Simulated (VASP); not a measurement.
A VASP calculation is set up with these files.

### POSCAR
```
SiRh
1
    4.6860800000     0.0000000000     0.0000000000
    0.0000000000     4.6860800000     0.0000000000
    0.0000000000     0.0000000000     4.6860800000
Si Rh
4 4
Direct
  0.1581000000   0.3419000000   0.6581000000
  0.3419000000   0.6581000000   0.1581000000
  0.6581000000   0.1581000000   0.3419000000
  0.8419000000   0.8419000000   0.8419000000
  0.8467100000   0.6532900000   0.3467100000
  0.6532900000   0.3467100000   0.8467100000
  0.3467100000   0.8467100000   0.6532900000
  0.1532900000   0.1532900000   0.1532900000
```

INCAR:
```
! general
SYSTEM  = SiRh
PREC    = Accurate
ENCUT   = 300
LREAL   = F
LASPH   = T

! electronic loop
EDIFF   = 1E-6
NELM    = 100
ALGO    = Normal
LMAXMIX = 4

! smearing
ISMEAR  = -1
SIGMA   = 0.1

! functional
GGA     = PS

! ions
ISIF    = 2

! output
LWAVE   = F
LCHARG  = F
```

File KPOINTS:
```
Regular mesh
0
G
  6 6 6
```

POTCAR, in this order: Si Rh_pv (PBE.64 set). Program: vasp_std.

Translate this PBEsol calculation to Ansatz.

One equivalent input (not run):
Ansatz 0.2 input:
```yaml
crystal:
  lattice:
    - [4.6860800, 0.0000000, 0.0000000]
    - [0.0000000, 4.6860800, 0.0000000]
    - [0.0000000, 0.0000000, 4.6860800]
  atoms:
    - { symbol: Si, position: [0.1581000, 0.3419000, 0.6581000] }
    - { symbol: Si, position: [0.3419000, 0.6581000, 0.1581000] }
    - { symbol: Si, position: [0.6581000, 0.1581000, 0.3419000] }
    - { symbol: Si, position: [0.8419000, 0.8419000, 0.8419000] }
    - { symbol: Rh, position: [0.8467100, 0.6532900, 0.3467100] }
    - { symbol: Rh, position: [0.6532900, 0.3467100, 0.8467100] }
    - { symbol: Rh, position: [0.3467100, 0.8467100, 0.6532900] }
    - { symbol: Rh, position: [0.1532900, 0.1532900, 0.1532900] }
kpoints:
  mp_grid: { grid: [6, 6, 6] }
hamiltonian:
  xc: pbesol
  pseudopotentials: { kind: paw }
scf:
  occupations: { method: fermi_dirac, width: 0.1 }
  max_iter: 100
output: { forces: true, stress: true, eigenvalues: true }
```
The two are equivalent in intent, not identical: each code has its own PAW files, so the cut-off isn't converted (ENCUT is set for VASP's; basis.ecutwfc is left out, and Ansatz then takes the one that its files recommend); Ansatz stops its SCF on the density residual and VASP on the energy change (EDIFF).

The structure comes from a computed database's SiRh entry (P2_13); how it stands against other phases isn't given here. The cell was not relaxed at this level.
